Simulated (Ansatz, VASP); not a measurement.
# AgSbSe3: VASP beside Ansatz, part 2 of 2

One calculation is typed for both programs; each brings its own data sets. How far apart do they land? The cell is generated by rule, not measured, and may not be a known phase. The cell is taken from a series of runs on this material, whose earlier steps may have relaxed, scaled, displaced or heated it; both programs get it as it stands.

VASP 6.6.1 and Ansatz 0.2.0.

So far: Starting point; VASP: relaxation of cell and atoms, PBEsol, pair 1; Ansatz: relaxation of cell and atoms, PBEsol, pair 1.

## Step 4: Side by side

Known differences besides the potentials themselves: the data sets hold 82 valence electrons in Ansatz (on its PAW soft_1 files) and 34 in VASP; the cutoff is 420 eV in Ansatz and 500 eV in VASP; Ansatz makes its cores anew for this functional, VASP keeps those of its PBE data sets; Ansatz adds a Pulay correction to the stress that steers its cell, VASP none. Total energies have different zeros and are not compared.

Both answers:

```
                                         quantity  Ansatz    VASP  difference
                                      volume (Å³)  142.63  142.85     -0.16 %
edge a after relaxation, in the typed setting (Å)   5.225   5.228     -0.05 %
```

## Step 5: VASP: relaxation of cell and atoms, PBEsol, pair 2

The relaxed volume is the usual yardstick between codes: in a stiff, nearly cubic crystal its relative difference is about their pressure difference at one cell divided by the bulk modulus. This pair takes another cell of the material, with 10 atoms against 5 for the pair before.

The input, INCAR:

```
SYSTEM = AgSbSe3
PREC = Accurate
ENCUT = 500
EDIFF = 1E-07
NELM = 120
ISMEAR = 1
SIGMA = 0.2
LREAL = .FALSE.
ALGO = Normal
GGA = PS
NBANDS = 44
LASPH = .TRUE.
LORBIT = 11
LWAVE = .FALSE.
LCHARG = .FALSE.
ISIF = 3
IBRION = 2
NSW = 80
EDIFFG = -0.005
GGA_COMPAT = .FALSE.
NELMIN = 4
KPAR = 2
```

The input, POSCAR:

```
AgSbSe3
1.0
    4.7624630000      0.0000000000      0.0000000000
    0.0000000000      4.7624630000      0.0000000000
    0.0000000000      0.0000000000     11.8029880000
Ag Sb Se
2 2 6
Direct
    0.0000000000      0.0000000000      0.5000000000
    0.0000000000      0.0000000000      0.0000000000
    0.5000001050      0.5000001050      0.2357622494
    0.5000001050      0.5000001050      0.7642376659
    0.5000001050      0.5000001050      0.0000000000
    0.5000001050      0.5000001050      0.5000000000
    0.5000001050      0.0000000000      0.3512094565
    0.5000001050      0.0000000000      0.6487905435
    0.0000000000      0.5000001050      0.3512094565
    0.0000000000      0.5000001050      0.6487905435
```

The input, KPOINTS:

```
Automatic mesh
0
Gamma
8 8 4
0 0 0
```

PAW data sets: Ag, Sb and Se (PBE family, release 64).

Command:

```
$ mpirun -np 2 vasp_std
```

Numbers of over 12 decimals in the logs are rounded to 6 here.

Output:

```text
[banner, memory and clock lines left out]
running    2 mpi-ranks, on    1 nodes
[...]
[... a notice as in an earlier step ...]

 LDA part: xc-table for (Slater+PW92), standard interpolation
 POSCAR, INCAR and KPOINTS ok, starting setup
[...]
entering main loop
       N       E                     dE             d eps       ncg     rms          rms(c)
DAV:   1     0.400691276537E+03    0.40069E+03   -0.27203E+04  3960   0.128E+03
DAV:   2     0.645467565197E+00   -0.40005E+03   -0.38324E+03  4712   0.239E+02
DAV:   3    -0.354837930104E+02   -0.36129E+02   -0.35109E+02  4672   0.716E+01
DAV:   4    -0.364384229641E+02   -0.95463E+00   -0.94061E+00  4588   0.119E+01
[...]
DAV:  15    -0.354895256489E+02   -0.59472E-06   -0.69080E-07  4548   0.473E-03    0.195E-03
DAV:  16    -0.354895259250E+02   -0.27610E-06   -0.33337E-07  3888   0.246E-03    0.848E-04
DAV:  17    -0.354895259731E+02   -0.48111E-07   -0.64435E-08  2932   0.133E-03
   1 F= -.35489526E+02 E0= -.35489055E+02  d E =-.354895E+02
[...]
N       E                     dE             d eps       ncg     rms          rms(c)
DAV:   1    -0.354899580838E+02   -0.43216E-03   -0.83233E-03  4236   0.536E-01    0.140E-01
DAV:   2    -0.354896010328E+02    0.35705E-03   -0.12553E-03  4208   0.300E-01    0.515E-02
DAV:   3    -0.354895700018E+02    0.31031E-04   -0.98596E-05  4304   0.632E-02    0.298E-02
DAV:   4    -0.354895595733E+02    0.10429E-04   -0.24184E-05  4504   0.191E-02    0.138E-02
DAV:   5    -0.354895572044E+02    0.23689E-05   -0.37549E-06  4348   0.972E-03    0.599E-03
DAV:   6    -0.354895567370E+02    0.46743E-06   -0.44834E-07  4368   0.427E-03    0.275E-03
DAV:   7    -0.354895566714E+02    0.65578E-07   -0.92862E-08  2120   0.203E-03
   2 F= -.35489557E+02 E0= -.35489082E+02  d E =-.306983E-04
 trial-energy change:   -0.000031  1 .order   -0.000032   -0.000090    0.000025
 step:   0.7662(harm=  0.7828)  dis= 0.00057  next Energy=   -35.489560 (dE=-0.336E-04)
 reached required accuracy - stopping structural energy minimisation
```

Parts of OUTCAR (step 5):

```text
  Total       -0.0315037     -0.0315037     -0.0238003      0.0000000      0.0000000      0.0000000
  in kB       -0.1883651     -0.1883651     -0.1423055      0.0000000      0.0000000      0.0000000
  external PRESSURE =      -0.1730119 kB  Pullay stress =       0.0000000 kB

 POSITION                                       TOTAL-FORCE (eV/Angst)
 -----------------------------------------------------------------------------------
      0.00000      0.00000      5.90300         0.000000     -0.000000      0.000000
      0.00000      0.00000     11.80601         0.000000     -0.000000      0.000000
      2.38207      2.38207      2.78267         0.000000     -0.000000     -0.001692
      2.38207      2.38207      9.02334         0.000000      0.000000      0.001692
      2.38207      2.38207     11.80601         0.000000     -0.000000      0.000000
      2.38207      2.38207      5.90300         0.000000     -0.000000      0.000000
      2.38207      0.00000      4.14655         0.000000      0.000000      0.001151
      2.38207      0.00000      7.65946         0.000000     -0.000000     -0.001151
      0.00000      2.38207      4.14655         0.000000      0.000000      0.001151
      0.00000      2.38207      7.65946         0.000000     -0.000000     -0.001151
 -----------------------------------------------------------------------------------
    total drift:                               -0.000879     -0.000879      0.000073

  FREE ENERGIE OF THE ION-ELECTRON SYSTEM (eV)
  ---------------------------------------------------
  free  energy   TOTEN  =       -35.4895566714 eV

  energy  without entropy=      -35.4881337945  energy(sigma->0) =      -35.48908238

[... 1 part as in an earlier step ...]

[... 3 further parts left out ...]
[key lines of the parts left out:]
E-fermi :   4.1577
```

## Step 6: Ansatz: relaxation of cell and atoms, PBEsol, pair 2

The same cell, functional, mesh and smearing now go to Ansatz, which takes its cutoff from its data sets.

The cell is taken from a series of runs on this material, whose earlier steps may have relaxed, scaled, displaced or heated it; both programs get it as it stands.

The input, input.yaml:

```yaml
crystal:
  lattice:
    - [4.7624634783, 0.0, 0.0]
    - [0.0, 4.7624634783, 0.0]
    - [0.0, 0.0, 11.8029877531]
  atoms:
    - { symbol: Ag, position: [0.0, 0.0, 0.5] }
    - { symbol: Ag, position: [0.0, 0.0, 0.0] }
    - { symbol: Sb, position: [0.5, 0.5, 0.2357622932] }
    - { symbol: Sb, position: [0.5, 0.5, 0.7642377068] }
    - { symbol: Se, position: [0.5, 0.5, 0.0] }
    - { symbol: Se, position: [0.5, 0.5, 0.5] }
    - { symbol: Se, position: [0.5, 0.0, 0.3512094792] }
    - { symbol: Se, position: [0.5, 0.0, 0.6487905208] }
    - { symbol: Se, position: [0.0, 0.5, 0.3512094792] }
    - { symbol: Se, position: [0.0, 0.5, 0.6487905208] }
kpoints:
  mp_grid: { grid: [8, 8, 4] }
hamiltonian:
  xc: pbesol
  pseudopotentials: { kind: paw, azcp: { folder: soft_1 }, xc_functional: pbe }
scf:
  occupations: { method: methfessel_paxton, width: 0.2 }
output:
  forces: true
  stress: true
  eigenvalues: true
relax:
  adjacent_minimum: "off"
  f_tol: 0.001
  max_steps: 60
  cell: { stress_tol: 0.01 }
```

Command:

```
$ ansatz run input.yaml --threads 4 --pin off --max-ram 16384MiB --backend cpu --events-out ev --progress --plain --runs-dir out
```

Output:

```text
[...]
Crystal: 10 atoms, lattice volume = 267.704 Å³
Basis set: ecut = 420 eV, 5191 PW (Γ), exchange–correlation on 64×64×160 points (8 copies of the dense FFT grid, shifted against one another)
Bands: 99, of which v1, the nominal top of the filled ones, is band 82 counted from 1 (81 counted from 0)
Symmetry: 16 space group operations
[...]
k-points: 45 of 256
[...]
atoms:
    - { symbol: Ag, position: [0, 0, 0.5] }
    - { symbol: Ag, position: [0, 0, 0] }
    - { symbol: Sb, position: [0.5, 0.5, 0.235739] }
    - { symbol: Sb, position: [0.5, 0.5, 0.764261] }
    - { symbol: Se, position: [0.5, 0.5, 0] }
    - { symbol: Se, position: [0.5, 0.5, 0.5] }
    - { symbol: Se, position: [0.5, 0, 0.351204] }
    - { symbol: Se, position: [0.5, 0, 0.648796] }
    - { symbol: Se, position: [0, 0.5, 0.351204] }
    - { symbol: Se, position: [0, 0.5, 0.648796] }
[key lines of the parts left out:]
SCF converged after 6 iterations
Free energy (F): -60402.815428 eV
Fermi energy:    8.324629 eV
P = ⅓ Tr σ = 0.0022 GPa (0.022 kbar)
```

## Step 7: Side by side

What differs besides the data sets and the points named for the pairs above, as far as they apply: the data sets hold 164 valence electrons in Ansatz (on its PAW soft_1 files) and 68 in VASP. Total energies have different zeros and are not compared.

Both answers:

```
                                         quantity  Ansatz    VASP  difference
                                      volume (Å³)  267.65  267.96     -0.11 %
edge a after relaxation, in the typed setting (Å)   4.761   4.764     -0.06 %
edge c after relaxation, in the typed setting (Å)  11.806  11.806     +0.00 %
```

## Step 8: VASP: relaxation of cell and atoms, PBEsol, pair 3

The relaxed volume is the usual yardstick between codes: in a stiff, nearly cubic crystal its relative difference is about their pressure difference at one cell divided by the bulk modulus. Its start cell is another than that of the pair before, and may be another structure of the material.

INCAR is that of step 5.

The input, POSCAR:

```
AgSbSe3
1.0
    5.3128350000     -5.4427000000      0.0000000000
    5.3128350000      5.4427000000      0.0000000000
    0.0000000000      0.0000000000      5.3006820000
Ag Sb Se
2 2 6
Direct
    0.3698341846      0.3698341846      0.0000000000
    0.6301658154      0.6301658154      0.0000000000
    0.2395996472      0.7604003528      0.5000000000
    0.7604003528      0.2395996472      0.5000000000
    0.5000000471      0.0000000471      0.5000000000
    0.0000000471      0.5000000471      0.5000000000
    0.0000000000      0.0000000000      0.5000000000
    0.5000000000      0.5000000000      0.5000000000
    0.2974038621      0.7025961379      0.0000000000
    0.7025961379      0.2974038621      0.0000000000
```

The input, KPOINTS:

```
Automatic mesh
0
Gamma
6 6 8
0 0 0
```

Command:

```
$ mpirun -np 2 vasp_std
```

Output:

```text
[... set-up lines as in an earlier step ...]
 entering main loop
       N       E                     dE             d eps       ncg     rms          rms(c)
DAV:   1     0.409955571363E+03    0.40996E+03   -0.26918E+04  5720   0.126E+03
DAV:   2    -0.399617809117E+00   -0.41036E+03   -0.39557E+03  6952   0.236E+02
DAV:   3    -0.366011598965E+02   -0.36202E+02   -0.35405E+02  6696   0.716E+01
DAV:   4    -0.374329414430E+02   -0.83178E+00   -0.82656E+00  6560   0.115E+01
[...]
DAV:  17    -0.352329395670E+02   -0.19880E-06   -0.23310E-07  5268   0.197E-03    0.823E-04
DAV:  18    -0.352329396721E+02   -0.10505E-06   -0.85798E-08  4588   0.141E-03    0.277E-04
DAV:  19    -0.352329396655E+02    0.66138E-08   -0.24407E-08  4068   0.695E-04
   1 F= -.35232940E+02 E0= -.35232323E+02  d E =-.352329E+02
[...]
2 F= -.35232978E+02 E0= -.35232360E+02  d E =-.380260E-04
[...]
3 F= -.35232980E+02 E0= -.35232362E+02  d E =-.398443E-04
[...]
4 F= -.35232993E+02 E0= -.35232374E+02  d E =-.134210E-04
[...]
5 F= -.35232997E+02 E0= -.35232376E+02  d E =-.172752E-04
[...]
reached required accuracy - stopping structural energy minimisation
```

From OUTCAR (step 8):

```text
  Total        0.0021140      0.0022665      0.0029178     -0.0000000      0.0000000      0.0000000
  in kB        0.0110375      0.0118339      0.0152348     -0.0000000      0.0000000      0.0000000
  external PRESSURE =       0.0127021 kB  Pullay stress =       0.0000000 kB

 POSITION                                       TOTAL-FORCE (eV/Angst)
 -----------------------------------------------------------------------------------
      3.93246      0.00000      0.00000         0.004226      0.000000      0.000000
      6.69821      0.00000      0.00000        -0.004226      0.000000     -0.000000
      5.31533      2.83491      2.65071         0.000000     -0.000385      0.000000
      5.31533     -2.83491      2.65071         0.000000      0.000385     -0.000000
      2.65767     -2.72242      2.65071         0.000000      0.000000     -0.000000
      2.65767      2.72242      2.65071         0.000000      0.000000     -0.000000
      0.00000      0.00000      2.65071         0.000000      0.000000     -0.000000
      5.31533      0.00000      2.65071         0.000000      0.000000     -0.000000
      5.31533      2.20577      0.00000         0.000000     -0.001285     -0.000000
      5.31533     -2.20577      0.00000         0.000000      0.001285     -0.000000
 -----------------------------------------------------------------------------------
    total drift:                               -0.000294     -0.000000     -0.000000

  FREE ENERGIE OF THE ION-ELECTRON SYSTEM (eV)
  ---------------------------------------------------
  free  energy   TOTEN  =       -35.2329967849 eV

  energy  without entropy=      -35.2311358480  energy(sigma->0) =      -35.23237647

[... 1 part as in an earlier step ...]

[... 3 further parts left out ...]
[key lines of the parts left out:]
E-fermi :   2.2844
```

## Step 9: Ansatz: relaxation of cell and atoms, PBEsol, pair 3

The same cell, functional, mesh and smearing now go to Ansatz, which takes its cutoff from its data sets.

The cell is taken from a series of runs on this material, whose earlier steps may have relaxed, scaled, displaced or heated it; both programs get it as it stands.

input.yaml, the sections that differ from step 6:

```yaml
crystal:
  lattice:
    - [5.3128352419, -5.4427000146, 0.0]
    - [5.3128352419, 5.4427000146, 0.0]
    - [0.0, 0.0, 5.3006817317]
  atoms:
    - { symbol: Ag, position: [0.3698342067, 0.3698342067, 0.0] }
    - { symbol: Ag, position: [0.6301657933, 0.6301657933, 0.0] }
    - { symbol: Sb, position: [0.2395996781, 0.7604003219, 0.5] }
    - { symbol: Sb, position: [0.7604003219, 0.2395996781, 0.5] }
    - { symbol: Se, position: [0.5, 0.0, 0.5] }
    - { symbol: Se, position: [0.0, 0.5, 0.5] }
    - { symbol: Se, position: [0.0, 0.0, 0.5] }
    - { symbol: Se, position: [0.5, 0.5, 0.5] }
    - { symbol: Se, position: [0.2974038287, 0.7025961713, 0.0] }
    - { symbol: Se, position: [0.7025961713, 0.2974038287, 0.0] }
kpoints:
  mp_grid: { grid: [6, 6, 8] }
# hamiltonian, scf, output, relax: as in step 6
```

Command:

```
$ ansatz run input.yaml --threads 4 --pin off --max-ram 16384MiB --backend cpu --events-out ev --progress --plain --runs-dir out
```

Output:

```text
[...]
Crystal: 10 atoms, lattice volume = 306.551 Å³
Basis set: ecut = 420 eV, 6003 PW (Γ), exchange–correlation on 108×108×72 points (8 copies of the dense FFT grid, shifted against one another)
Bands: 99, of which v1, the nominal top of the filled ones, is band 82 counted from 1 (81 counted from 0)
Symmetry: 8 space group operations
[...]
k-points: 65 of 288
[...]
- { symbol: Sb, position: [0.239600, 0.7604003219, 0.500000] }
    - { symbol: Sb, position: [0.7604003219, 0.239600, 0.500000] }
    - { symbol: Se, position: [0.5, 2.7755575615628914e-17, 0.500000] }
    - { symbol: Se, position: [2.7755575615628914e-17, 0.5, 0.500000] }
    - { symbol: Se, position: [0.0, 0.0, 0.500000] }
    - { symbol: Se, position: [0.5, 0.5, 0.500000] }
    - { symbol: Se, position: [0.297404, 0.7025961713, 0.0] }
    - { symbol: Se, position: [0.7025961713, 0.297404, 0.0] }
[key lines of the parts left out:]
SCF converged after 7 iterations
Free energy (F): -60402.553932 eV
Fermi energy:    5.917150 eV
P = ⅓ Tr σ = -0.0032 GPa (-0.032 kbar)
```

## Step 10: Comparison

What differs besides the data sets and the points named for the pairs above, as far as they apply: the data sets hold 164 valence electrons in Ansatz (on its PAW soft_1 files) and 68 in VASP. Total energies have different zeros and are not compared.

Compared:

```
                                         quantity  Ansatz    VASP  difference
                                      volume (Å³)  306.55  306.86     -0.10 %
edge a after relaxation, in the typed setting (Å)   7.606   7.609     -0.04 %
edge c after relaxation, in the typed setting (Å)   5.301   5.301     -0.01 %
```

## Step 11: Outcome

| Item | Value |
| --- | --- |
| difference in volume (relaxation of cell and atoms, PBEsol, pair 1) | -0.16 % |
| difference in volume (relaxation of cell and atoms, PBEsol, pair 2) | -0.11 % |
| difference in volume (relaxation of cell and atoms, PBEsol, pair 3) | -0.100 % |

**Reading.** The difference in volume is -0.16 % (relaxation of cell and atoms, PBEsol, pair 1), within the 1.2 % picked in this series as the mark of a large difference, as far as the stopping tolerances let one tell. The data sets hold unlike numbers of valence electrons (82 in Ansatz and 34 in VASP and 164 in Ansatz and 68 in VASP), so part of the differences comes from the potentials. 1 further run of this series is not shown here. Such differences can come from data sets, numerical settings and the points named under the comparisons, not from the functional's error against experiment.

[Lines on the potential files, build, host, timing and source positions are cut from VASP's logs without a mark.]

[Logs are printed without paths, hosts, clocks, repeated set-up lines and the standing remarks that a program may print on its own settings, such as how far it seeks lower states.]

[Hosts, paths, dates, database ids (printed as entryN), source tags and the programs' standing remarks are cut or masked in the printed files.]
